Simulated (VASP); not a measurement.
A convergence study with VASP on CoSi2 (space group Fm-3m): one setting is varied, all else stays as given below, so the limit is that of these other settings.

```xyz
3
Lattice="0.0000 2.6720 2.6720 2.6720 0.0000 2.6720 2.6720 2.6720 0.0000" Properties=species:S:1:pos:R:3 pbc="T T T"
Co     0.0000     0.0000     0.0000
Si     1.3360     1.3360     1.3360
Si     4.0079     4.0079     4.0079
```

All values below come from PBEsol GGA, VASP's PBE PAW potentials (set 64) (plane waves; VASP). The tightest run used: 450 eV cut-off, 11×11×11 Γ-centred mesh, Fermi-Dirac smearing of 0.10 eV, potentials Co Si.

Q: The settings run are ENCUT = 150; ENCUT = 180; ENCUT = 210; ENCUT = 255; ENCUT = 300; ENCUT = 360; ENCUT = 450. From which on does the highest Γ mode stay within 5 cm⁻¹ of the tightest run?

A: From ENCUT = 210 on: it is off by 2.1 there and by no more than 5 in any finer run, while ENCUT = 180 is off by 12.6.
```csv
setting,highest Γ mode (cm⁻¹),plane waves,difference judged (cm⁻¹)
ENCUT = 150,347.6,169,14.4
ENCUT = 180,345.7,220,12.6
ENCUT = 210,331.0,275,2.1
ENCUT = 255,331.5,361,1.7
ENCUT = 300,333.0,463,0.1
ENCUT = 360,333.0,609,0.2
ENCUT = 450,333.2,869,0.0
```

Left out are rungs that failed or repeat a setting and relaxations that didn't move; long series are thinned to 24 rows.

The structure is a typed CoSi2 crystal (space group no. 225). The cell was not relaxed at this level. The run is not spin-polarised, so no magnetic state was tried. The electron count is odd and the run is not spin-polarised, which forces a metal.
